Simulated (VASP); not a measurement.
A cell of Nb (bcc) near equilibrium:

```
CELL_PARAMETERS angstrom
     -1.65090     1.65090     1.65090
      1.65090    -1.65090     1.65090
      1.65090     1.65090    -1.65090
ATOMIC_POSITIONS crystal
  Nb 0.00000 0.00000 0.00000
```

Level of theory: r2SCAN meta-GGA, VASP's PBE PAW potentials (set 64) (plane waves; VASP).

| run | ΔE (meV/atom) | σxx | σyy | σzz | largest shear component, with its sign (GPa) | largest force (eV/Å) |
|---|---|---|---|---|---|---|
| as it is | 0.0 | 0.32 | 0.32 | 0.32 | 0.00 | 0.000 |
| after one change | 18.0 | -4.79 | -4.79 | -8.71 | 0.00 | 0.000 |
Stress is in GPa, positive when the cell is compressed.

Question: Name the change that produced these shifts.
(A) uniaxial strain of -1.5 % along z
(B) biaxial strain of -1.5 % in the yz plane
(C) uniaxial strain of +4.0 % along z
(D) isotropic strain of +4.0 %

Answer: C, uniaxial strain of +4.0 % along z

The compound is Nb in the bcc structure.
